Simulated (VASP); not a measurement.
All values below come from PBE GGA, VASP's PBE PAW potentials (set 64) (plane waves; VASP).

VASP input:

**INCAR**
```
SYSTEM = BeZn3Te4
PREC = Accurate
ENCUT = 400
EDIFF = 1E-6
NELM = 100
ALGO = Normal
LREAL = .FALSE.
LASPH = .TRUE.
ISMEAR = 0
SIGMA = 0.05
GGA = PE
LMAXMIX = 4
LWAVE = .FALSE.
LCHARG = .TRUE.
```

File POSCAR:
```
BeZn3Te4
1
    6.0454116177    -0.0000000000     0.0000000000
    0.0000000000     6.0454116177    -0.0000000000
    0.0000000000    -0.0000000000     6.0454116177
Zn Te Be
3 4 1
Direct
  1.0000000000   0.0000000000   1.0000000000
  0.5000000000   0.5000000000   1.0000000000
  0.5000000000   0.0000000000   0.5000000000
  0.2378205321   0.2621794679   0.2621794679
  0.7621794679   0.7378205321   0.2621794679
  0.7621794679   0.2621794679   0.7378205321
  0.2378205321   0.7378205321   0.7378205321
  1.0000000000   0.5000000000   0.5000000000
```

**KPOINTS**
```
Automatic mesh
0
Gamma
4 4 4
0 0 0
```

POTCAR, in this order: Zn Te Be (PBE.64 set). Program: vasp_std.

What VASP printed:

**OSZICAR**
```
       N       E                     dE             d eps       ncg     rms          rms(c)
DAV:   1     0.355737373737E+03    0.35574E+03   -0.22796E+04   740   0.139E+03
DAV:   2     0.115424690544E+02   -0.34419E+03   -0.33370E+03   800   0.319E+02
DAV:   3    -0.227691740983E+02   -0.34312E+02   -0.33932E+02   845   0.106E+02
DAV:   4    -0.237858001478E+02   -0.10166E+01   -0.10144E+01   867   0.169E+01
DAV:   5    -0.238151044394E+02   -0.29304E-01   -0.29297E-01   977   0.264E+00    0.888E+00
DAV:   6    -0.230849881138E+02    0.73012E+00   -0.25458E+00   982   0.292E+01    0.649E+00
DAV:   7    -0.230636853684E+02    0.21303E-01   -0.94463E-01   886   0.556E+00    0.279E+00
DAV:   8    -0.230659317065E+02   -0.22463E-02   -0.32446E-02   837   0.140E+00    0.868E-01
DAV:   9    -0.230671378389E+02   -0.12061E-02   -0.94896E-03   961   0.119E+00    0.220E-01
DAV:  10    -0.230673708935E+02   -0.23305E-03   -0.30827E-03   937   0.632E-01    0.500E-02
DAV:  11    -0.230674253340E+02   -0.54441E-04   -0.54722E-04   837   0.233E-01    0.360E-02
DAV:  12    -0.230674474865E+02   -0.22152E-04   -0.12658E-04  1015   0.721E-02    0.174E-02
DAV:  13    -0.230674656274E+02   -0.18141E-04   -0.78078E-05   819   0.903E-02    0.713E-03
DAV:  14    -0.230674666622E+02   -0.10348E-05   -0.59707E-06   782   0.251E-02    0.170E-03
DAV:  15    -0.230674668931E+02   -0.23100E-06   -0.86813E-07   512   0.555E-03
   1 F= -.23067467E+02 E0= -.23067467E+02  d E =-.126837E-13
```

File OUTCAR:
```
------------------------ aborting loop because EDIFF is reached ----------------------------------------
  FORCE on cell =-STRESS in cart. coord.  units (eV):
  Direction    XX          YY          ZZ          XY          YZ          ZX
  --------------------------------------------------------------------------------------
  Total        0.0814993      0.0814993      0.0814993      0.0000000      0.0000000     -0.0000000
  in kB        0.5909992      0.5909992      0.5909992      0.0000000      0.0000000     -0.0000000
  external PRESSURE =       0.5909992 kB  Pullay stress =       0.0000000 kB
  volume of cell :      220.94
      direct lattice vectors                 reciprocal lattice vectors
     6.045411618  0.000000000  0.000000000     0.165414708  0.000000000  0.000000000
     0.000000000  6.045411618  0.000000000     0.000000000  0.165414708  0.000000000
     0.000000000  0.000000000  6.045411618     0.000000000  0.000000000  0.165414708
 POSITION                                       TOTAL-FORCE (eV/Angst)
 -----------------------------------------------------------------------------------
      0.00000      0.00000      0.00000         0.000000     -0.000000      0.000000
      3.02271      3.02271      0.00000         0.000000     -0.000000      0.000000
      3.02271      0.00000      3.02271         0.000000     -0.000000      0.000000
      1.43772      1.58498      1.58498         0.001826     -0.001826     -0.001826
      4.60769      4.46043      1.58498        -0.001826      0.001826     -0.001826
      4.60769      1.58498      4.46043        -0.001826     -0.001826      0.001826
      1.43772      4.46043      4.46043         0.001826      0.001826      0.001826
      0.00000      3.02271      3.02271         0.000000     -0.000000      0.000000
 -----------------------------------------------------------------------------------
    total drift:                               -0.000000     -0.000000      0.000000
  FREE ENERGIE OF THE ION-ELECTRON SYSTEM (eV)
  ---------------------------------------------------
  free  energy   TOTEN  =       -23.0674668931 eV

  energy  without entropy=      -23.0674668931  energy(sigma->0) =      -23.06746689
```
(Selected blocks of OUTCAR.)

The structure was generated: BeZn3Te4 was put into an ordered model structure (P-43m), which need not be its known phase. It was relaxed first.
